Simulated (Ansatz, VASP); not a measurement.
# LiMgF3 in two plane-wave programs, part 3 of 3

Wanted: the spread between two codes on one cell, functional and k mesh. The cell is generated by rule, not measured, and may not be a known phase. The cell is taken from a series of runs on this material, whose earlier steps may have relaxed, scaled, displaced or heated it; both programs get it as it stands.

VASP 6.6.1 and Ansatz 0.2.0.

So far: The structure; VASP: zone-centre phonons, PBEsol.

The structure was built from a prototype and need not be the compound's stable phase.

## (3) Ansatz: zone-centre phonons, PBEsol

Level of this step: Ansatz beside VASP: Kohn-Sham DFT, plane waves, PBEsol (Ansatz).

Ansatz runs on its PAW soft_1 files.

The same cell, functional and mesh now go to Ansatz, which takes its cutoff from its data sets.

File input.yaml:

```yaml
crystal:
  lattice:
    - [2.7395749918, 1.581694359, 2.3502848342]
    - [-2.7395749918, 1.581694359, 2.3502848342]
    - [0.0, -3.163388718, 2.3502848342]
  atoms:
    - { symbol: Li, position: [0.1368885733, 0.1368885733, 0.1368885733] }
    - { symbol: Mg, position: [0.5004068269, 0.5004068269, 0.5004068269] }
    - { symbol: F, position: [0.4635210134, 0.9916755627, 0.4635210134] }
    - { symbol: F, position: [0.9916755627, 0.4635210134, 0.4635210134] }
    - { symbol: F, position: [0.4635210134, 0.4635210134, 0.9916755627] }
kpoints:
  mp_grid: { grid: [6, 6, 6] }
hamiltonian:
  xc: pbesol
  pseudopotentials: { kind: paw, azcp: { folder: soft_1 }, xc_functional: pbe }
scf:
  occupations: { method: fixed }
output:
  eigenvalues: true
phonons:
  method: dfpt
  dielectric: true
  rigid_motions: translations
```

Run with:

```
ansatz run input.yaml --threads 8 --pin off --max-ram 16384MiB --backend cpu --events-out ev --progress --plain --runs-dir out
```

Numbers of over 12 decimals in the logs are rounded to 6 here.

The program printed:

```text
Engine: ansatz 0.2.0, x86_64-unknown-linux-gnu
Pseudopotentials: kind: paw
Pseudopotential: Li, paw, valence charge 3, recommended cutoff 420 eV (normal), soft_1/Li.paw.azcp
Pseudopotential: Mg, paw, valence charge 10, recommended cutoff 420 eV (normal), soft_1/Mg.paw.azcp
Pseudopotential: F, paw, valence charge 7, recommended cutoff 420 eV (normal), soft_1/F.paw.azcp
Functional definition: PBEsol
  exchange = pbesol_x
  correlation = pbesol_c
Crystal: 5 atoms, lattice volume = 61.105 Å³
Basis set: ecut = 420 eV, 1201 PW (Γ), exchange–correlation on 54×54×54 points (8 copies of the dense FFT grid, shifted against one another)
Bands: 22, of which v1, the nominal top of the filled ones, is band 17 counted from 1 (16 counted from 0)
Symmetry: 6 space group operations
k-points: 112 of 216 (irreducible under 1 space group operation, time reversal used)
Non-local potential: Li, projectors of the file, l = 0: 3, l = 1: 2, l = 2: 1
Non-local potential: Mg, projectors of the file, l = 0: 3, l = 1: 2, l = 2: 1
Non-local potential: F, projectors of the file, l = 0: 2, l = 1: 2, l = 2: 1
PAW form: soft (Blöchl's): semilocal exchange-correlation on the pseudo side does not see the compensation charge
PAW frozen core: Mg, regenerated for the run's functional, and the local potential with it (the file was generated under x = pbe(κ = 0.804, μ = 0.219515), c = pbe(β = 0.066725))
PAW frozen core: F, regenerated for the run's functional, and the local potential with it (the file was generated under x = pbe(κ = 0.804, μ = 0.219515), c = pbe(β = 0.066725))
PAW one-centre angular grid: Li, 110 points (default); XC on 64 Gauss nodes
PAW one-centre angular grid: Mg, 110 points (default); XC on 64 Gauss nodes
PAW one-centre angular grid: F, 110 points (default); XC on 64 Gauss nodes
Initial density: superposition of atomic densities (chi_scale 0.1, normalization cell, long waves kept (reshape's long-wave potential 0.02 eV rms))
Initial wavefunctions: pseudopotential atomic-orbital guess
Functional: x = pbesol(κ = 0.804, μ = 0.123457), c = pbesol(β = 0.046)
SCF iter   1: F=—  HF=-4525.233069 eV  |F-HF|=—  |Δ(HF+E_count)|=         —  Δρ=9.89e-2  dr2=4.27e0  ethr=3.10e-3  ⟨swp⟩=4.9  Hψ=10895  notcnv=0  defer=326
preconditioner: auto → Resta (q_TF=auto, 2.474 Å⁻¹)  ε∞=2.8  [insulator: Δε(μ)=5.187 eV  Ē_g=17.340 eV  n_scr=18 (ndim 8)  ℏωp=23.3 eV  f_vac=0.058  ε∞_Penn≈2.8]
SCF iter   2: F=—  HF=-4524.125377 eV  |F-HF|=—  |Δ(HF+E_count)|=    1.11e0  Δρ=4.34e-2  dr2=1.12e0  ethr=3.10e-3  ⟨swp⟩=2.2  Hψ=5596  notcnv=0  defer=212
SCF iter   3: F=—  HF=-4523.896671 eV  |F-HF|=—  |Δ(HF+E_count)|=   2.29e-1  Δρ=1.89e-2  dr2=2.00e-1  ethr=3.10e-3  ⟨swp⟩=2.6  Hψ=4564  notcnv=0  defer=265
SCF iter   4: F=—  HF=-4523.851199 eV  |F-HF|=—  |Δ(HF+E_count)|=   4.55e-2  Δρ=3.91e-3  dr2=1.51e-2  ethr=5.88e-4  ⟨swp⟩=2.1  Hψ=3793  notcnv=0  defer=321
SCF iter   5: F=—  HF=-4523.855375 eV  |F-HF|=—  |Δ(HF+E_count)|=   4.18e-3  Δρ=1.31e-3  dr2=1.24e-3  ethr=4.44e-5  ⟨swp⟩=2.8  Hψ=4874  notcnv=0  defer=327
SCF iter   6: F=—  HF=-4523.857823 eV  |F-HF|=—  |Δ(HF+E_count)|=   2.45e-3  Δρ=2.14e-4  dr2=3.40e-5  ethr=3.65e-6  ⟨swp⟩=3.0  Hψ=3926  notcnv=0  defer=333
SCF iter   7: F=—  HF=-4523.857984 eV  |F-HF|=—  |Δ(HF+E_count)|=   1.60e-4  Δρ=4.86e-5  dr2=9.11e-7  ethr=9.99e-8  ⟨swp⟩=2.7  Hψ=4448  notcnv=0  defer=333
SCF iter   8: F=—  HF=-4523.857988 eV  |F-HF|=—  |Δ(HF+E_count)|=   4.58e-6  Δρ=8.10e-6  dr2=3.50e-8  ethr=2.68e-9  ⟨swp⟩=2.0  Hψ=4525  notcnv=0  defer=262
SCF iter   9: F=—  HF=-4523.857988 eV  |F-HF|=—  |Δ(HF+E_count)|=   3.54e-7  Δρ=1.63e-6  dr2=1.18e-9  ethr=1.03e-10  ⟨swp⟩=2.0  Hψ=4144  notcnv=0  defer=275
SCF iter  10: F=-4523.857988 eV  HF=-4523.857988 eV  |F-HF|=2.33e-10  |Δ(HF+E_count)|=   1.05e-8  Δρ=3.04e-7  dr2=4.65e-11  ethr=1.00e-12  ⟨swp⟩=13.0  Hψ=17683  notcnv=0
SCF 1 converged in 10 iterations: F = -4523.857988 eV  dr2 = 4.65e-11
  greatest PAW one-centre occupation: 1.000 electrons in one spin orbital (limit 2), on the Mg atom at site 1 (counted from 0), in its partial waves of l = 0
NSCF: frozen V_eff on 6 k-points
DFPT response loops at Γ: preconditioner auto → none (the input reference at scf.mixing.eps_inf says where Resta's filter doesn't serve); β = 0.50; Broyden in place of MSR1
SCF converged after 10 iterations
Free energy (F): -4523.857988 eV
Harris-Foulkes:  -4523.857988 eV  (|F-HF|=2.33e-10)
Internal energy: -4523.857988 eV  (E = F + TS)
E sigma→0 (E₀):  -4523.857988 eV
Fermi energy:    0.261931 eV
--- Per-component energies (eV) ---
  E_band       = -585.533317
  E_kinetic    = 683.457874
  E_local      = -4104.652636  (includes V_loc(G=0)·N_el)
  E_nonlocal   = 438.290882
  E_hartree    = 1508.127747
  E_xc         = -264.936134
  E_vxc        = -342.146697  (∫ρ·V_xc dr)
  E_paw        = -906.994764  (= ΣΔE_a)
  E_vpaw       = -276.740115  (= ΣTr[D̂ρ^β])
  E_aug_tail   = 0.002016  (compensation charges beyond the density's cutoff)
  E_ewald      = -1877.339163
  E_core_change = 0.186190  (= ΣΔE_core)
  E_smearing   = -0.000000  (= −TS)
  E_closure    = -0.000000  (closes the sum)
  Σ components = -4523.857988   (vs F -4523.857988, Δ=0.00e0)
--- Band table (eV; the first three rows and the last of 112) ---
  k-point 0: bands = [... 13 lower, -0.4768, -0.2614, -0.2455, -0.2455, 6.4598, 12.5170, 13.0589, 13.0589, ... 1 higher]
  k-point 1: bands = [... 13 lower, -0.6318, -0.3711, -0.3496, -0.2539, 6.8408, 12.0877, 13.0769, 13.2709, ... 1 higher]
  k-point 2: bands = [... 13 lower, -0.9210, -0.5449, -0.4612, -0.2616, 7.7998, 10.7468, 13.6485, 13.8572, ... 1 higher]
  k-point 111: bands = [... 13 lower, -0.9794, 0.0126, 0.0126, 0.2619, 9.7730, 12.7215, 12.7215, 12.9261, ... 1 higher]
--- Phonons (Γ-DFPT): 6 representative perturbations + reference, on 112 of 216 k-points (Σ response iterations 20) ---
  k mesh reduced under 1 symmetry operation, with k and −k counted as one. Each operation leaves every solved perturbation unchanged. A smaller set is not considered because the run solves the response to a homogeneous field
  ASR residual: 3.346e-4 → 0.000e0 eV/Å²; symmetrization residual: 9.758e-6 eV/Å²
  ASR residual per site (eV/Å²): 6.61e-5 1.20e-4 2.72e-4 2.72e-4 3.35e-4
  Γ frequencies (cm⁻¹): 0.00 0.00 0.00 106.23 156.12 156.12 269.68 269.68 316.26 316.26 320.45 398.58 495.76 495.76 522.89
  ε∞ (high-frequency dielectric tensor):
        1.875870     0.000000     0.000000
        0.000000     1.875870     0.000000
        0.000000     0.000000     1.874882
  ε⁰ (static dielectric tensor: ions relaxed, cell fixed):
        7.067407     0.000000     0.000000
        0.000000     7.067407     0.000000
        0.000000     0.000000     4.706836
  ε⁰ − ε∞ (ionic part):
        5.191536     0.000000     0.000000
        0.000000     5.191536     0.000000
        0.000000     0.000000     2.831953
  softest optical mode at Γ: 106.23 cm⁻¹; the repairs (sum rule, projections) moved no ω² at Γ by more than (3.52 cm⁻¹)²
  Born effective charges Z* (e; rows j = field, columns β = displacement):
    site 0:
         1.07288    0.00000    0.00000
         0.00000    1.07288   -0.00000
         0.00000    0.00000    1.02825
    site 1:
         1.91135    0.00000    0.00000
         0.00000    1.91135   -0.00000
         0.00000    0.00000    1.97351
    site 2:
        -1.08183    0.15084    0.16273
         0.15084   -0.90765   -0.09395
         0.15005   -0.08663   -1.00059
    site 3:
        -1.08183   -0.15084   -0.16273
        -0.15084   -0.90765   -0.09395
        -0.15005   -0.08663   -1.00059
    site 4:
        -0.82056   -0.00000   -0.00000
        -0.00000   -1.16892    0.18790
        -0.00000    0.17326   -1.00059
  Z* charge neutrality: 2.258e-5 e pre-enforcement
  k-mesh period / interband length: 23.6 Å / 0.82 Å = 28.76 at k = (0.0000, 0.0000, 0.0000), direct gap 6.705 eV — 14 or more, which is no proof of convergence
  optical modes at Γ without the LO–TO term, one row a degenerate level:
      ω (cm⁻¹)  modes    IR ((D/Å)²/amu)
[...]
optical modes at Γ + LO–TO along q̂ = [1.0000, 0.0000, 0.0000]:
      ω (cm⁻¹)  modes    IR ((D/Å)²/amu)
[...]
optical modes at Γ + LO–TO along q̂ = [0.0000, 1.0000, 0.0000]:
      ω (cm⁻¹)  modes    IR ((D/Å)²/amu)
[...]
optical modes at Γ + LO–TO along q̂ = [0.0000, 0.0000, 1.0000]:
      ω (cm⁻¹)  modes    IR ((D/Å)²/amu)
        106.23      1             0.0000
        156.12      2             3.3981
        269.68      2             7.1360
        316.26      2             2.1396
        357.93      1             0.2390
        477.94      1             1.3664
        495.76      2             9.4743
        618.56      1             9.3630
```

The column dr2 measures how far the density is from self-consistency, as an energy; F and HF (Harris–Foulkes) agree once it is small.

## (4) Side by side

Known differences besides the potentials themselves: fixed occupations in Ansatz, narrow Gaussian smearing in VASP; the data sets hold 34 valence electrons in Ansatz (on its PAW soft_1 files) and 26 in VASP; the cutoff is 420 eV in Ansatz and 750 eV in VASP; Ansatz makes its cores anew for this functional, VASP keeps those of its PBE data sets. Total energies have different zeros and are not compared.

Both answers:

```tsv
quantity	Ansatz	VASP	difference
ε∞ xx	1.88	1.85	+1.13 %
ε∞ yy	1.88	1.85	+1.13 %
ε∞ zz	1.87	1.85	+1.17 %
Born charge of Li1 (mean of the diagonal) (e)	1.06	1.05	+0.01
Born charge of Mg2 (mean of the diagonal) (e)	1.93	1.92	+0.01
Born charge of F3 (mean of the diagonal) (e)	-1.00	-0.99	0.00
```

Zone-centre modes by rising frequency (cm⁻¹; imaginary ones negative):

```tsv
program	modes
Ansatz	0.0, 0.0, 0.0, 106.2, 156.1, 156.1, 269.7, 269.7, 316.3, 316.3, 320.4, 398.6, 495.8, 495.8, 522.9
VASP	-1.9, -1.9, -0.4, 106.6, 156.6, 156.6, 273.9, 273.9, 324.6, 327.0, 327.0, 405.5, 497.4, 497.4, 525.5
```

The two lists differ in the order or number of single and degenerate modes, so they aren't paired one by one; the r.m.s. figure in the results sets the two lists side by side in order.

## (5) Summary of results

```yaml
r_m_s_difference_of_the_optical_zone_centre_modes_each_program_s_sorted_by_frequency_zone_centre_phonons_pbesol: 5.2 cm⁻¹
difference_in_eps_infinity_zz_zone_centre_phonons_pbesol: +1.2 %
```

What this shows: The r.m.s. difference of the optical zone-centre modes, each program's sorted by frequency is 5.2 cm⁻¹ (zone-centre phonons, PBEsol). The data sets hold unlike numbers of valence electrons (34 in Ansatz and 26 in VASP), so part of the differences comes from the potentials. Among the rows given in per cent, the largest difference of the zone-centre phonons, PBEsol pair is in ε∞ zz, +1.2 %. How closely two codes agree says nothing of how well the functional describes the real material.

[Lines on the potential files, build, host, timing and source positions are cut from VASP's logs without a mark.]

[Logs are printed without paths, hosts, clocks, repeated set-up lines and the standing remarks that a program may print on its own settings, such as how far it seeks lower states.]

[Hosts, paths, dates, database ids (printed as entryN), source tags and the programs' standing remarks are cut or masked in the printed files.]
